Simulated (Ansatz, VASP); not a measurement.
Two plane-wave programs on KNaICl

```
K Na I Cl
1.0
     3.92426    0.00000    0.00000
     0.00000    4.24138    0.00000
     0.00000    0.00000    7.21436
K Na I Cl
1 1 1 1
Direct
  0.50000 0.50000 0.50000
  0.00000 0.00000 0.00000
  0.50000 0.50000 0.00000
  0.00000 0.00000 0.50000
```

Change from the starting cell: strain +e along x and -e along y -0.0367, strain +e along z and -e/2 along x and y +0.1100.

Alike in both runs: task single point; functional LDA; k mesh 6 × 6 × 4; occupations gaussian, width 0.05 eV; no spin polarisation.

|  | VASP | Ansatz |
| --- | --- | --- |
| version | VASP 6.6.1 | Ansatz 0.2.0 |
| potentials or method | VASP PAW LDA potentials, release 64 (K_sv, Na_pv, I, Cl) | scalar-relativistic, plane waves, PAW |
| plane-wave cutoff (eV) | 520 | 520 |
| valence electrons in the cell | 30 | 42 |

VASP gave:

- gap on the k mesh at the Fermi level (eV): 3.61
- least direct gap on the mesh (eV): 3.68
- pressure (GPa): 2.3
- largest component of the traceless stress (GPa): 4.29

Q: Which values does Ansatz return?

A: gap on the k mesh at the Fermi level (eV): 3.60; least direct gap on the mesh (eV): 3.68; pressure (GPa): 2.2; largest component of the traceless stress (GPa): 4.20.

The two sets of potentials don't hold the same shells in valence.

Caveats: spin-orbit coupling is left out, which moves the levels of the heavy elements. A k mesh can miss the band edges.
